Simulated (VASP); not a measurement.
VASP ran on this input.

### KPOINTS
```
Automatic mesh
0
Gamma
8 8 8
0 0 0
```

**INCAR**
```
# general
SYSTEM  = ZnS
PREC    = Accurate
ENCUT   = 520   # plane-wave cut-off (eV)
LREAL   = .FALSE.   # projection in real space or not
LASPH   = .TRUE.   # aspherical one-centre terms

# electronic loop
EDIFF   = 1E-7   # SCF stop (eV)
NELM    = 100   # most electronic steps
ALGO    = Normal   # blocked Davidson
LMAXMIX = 4   # l cut-off of mixed one-centre charges

# smearing
ISMEAR  = 0   # Gaussian
SIGMA   = 0.05   # width (eV)

# functional
GGA     = PE   # PBE

# ions
ISIF    = 2

# output
LWAVE   = .FALSE.
LCHARG  = .FALSE.
```

**POSCAR**
```
ZnS
1.0
  0.0000000000   2.7236531976   2.7236531976
  2.7236531976   0.0000000000   2.7236531976
  2.7236531976   2.7236531976   0.0000000000
Zn S
1 1
Cart
  0.0000000000   0.0000000000   0.0000000000
  1.3618265988   1.3618265988   1.3618265988
```

POTCAR, in this order: Zn S (PBE.64 set). Program: vasp_std.

**Question.** Translate this PBE calculation to Quantum ESPRESSO's pw.x.

**Answer.** One equivalent input (not run):
```
&CONTROL
  calculation = 'scf'
  pseudo_dir = './pseudo'
  outdir = './out'
  tprnfor = .true.
  tstress = .true.
/
&SYSTEM
  ibrav = 0
  nat = 2
  ntyp = 2
  ecutwfc = 84
  occupations = 'smearing'
  smearing = 'gaussian'
  degauss = 0.003675
  input_dft = 'pbe'
/
&ELECTRONS
  conv_thr = 7.3e-09
  electron_maxstep = 100
/
ATOMIC_SPECIES
  Zn 65.380 Zn.upf
  S 32.060 S.upf
CELL_PARAMETERS angstrom
     0.0000000    2.7236532    2.7236532
     2.7236532    0.0000000    2.7236532
     2.7236532    2.7236532    0.0000000
ATOMIC_POSITIONS crystal
  Zn   0.0000000  0.0000000  0.0000000
  S    0.2500000  0.2500000  0.2500000
K_POINTS automatic
  8 8 8 0 0 0
```
The two are equivalent in intent, not identical: the potentials are each code's own (VASP's PAW set, PseudoDojo norm-conserving files in pw.x), so ENCUT and ecutwfc are chosen apart and not converted; conv_thr bounds pw.x's estimated SCF error, while EDIFF bounds the energy change between steps.

The compound is ZnS in the zinc blende structure. It was relaxed first.
